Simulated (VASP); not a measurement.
# BTe under changes of volume

One of the cells (17.308 Å³/atom); the others are scaled copies at fixed shape and fractional positions:

```
CELL_PARAMETERS angstrom
3.47490 0.00000 0.00000
-1.73745 3.00936 0.00000
0.00000 0.00000 3.31023
ATOMIC_POSITIONS crystal
B 0.00000 0.00000 0.50000
Te 0.66667 0.33333 0.00000
```

The cell was built by a generator and needn't be a form met in nature.

| Item | Value |
| --- | --- |
| Program | VASP 6.6.1 |
| Functional | PBE |
| Potentials or basis | VASP PAW PBE potentials, release 64 (B, Te) |
| Cutoff | 520 eV |
| k mesh | 9 × 9 × 8 |
| Occupations | fermi-dirac, width 0.05 eV |
| Spin | no spin polarisation |

```tsv
volume (Å³/atom)	energy over the lowest point (meV/atom)	pressure (GPa)
15.950	?	?
16.290	4.58	3.2
16.629	0.00	1.3
17.308	1.76	-1.7
17.647	6.75	-2.9
17.987	13.88	-3.9
```

Q: What does the run at 15.950 Å³/atom give?

A: Energy over the lowest point 13.64 meV/atom; pressure 5.4 GPa.

Worked out: A Birch-Murnaghan fit of order 3 (a polynomial in V^(-2/3)) to the other rows has its minimum at 16.87 Å³/atom with B0 = V·E''(V) = 79 GPa (rough, since the energies scatter) at fixed shape and positions, which overstates the stiffness. It gives 13.84 meV/atom at 15.950 Å³/atom, against the run's 13.64, and -dE/dV = 5.6 GPa, against 5.4.

Energies are extrapolated to zero smearing.
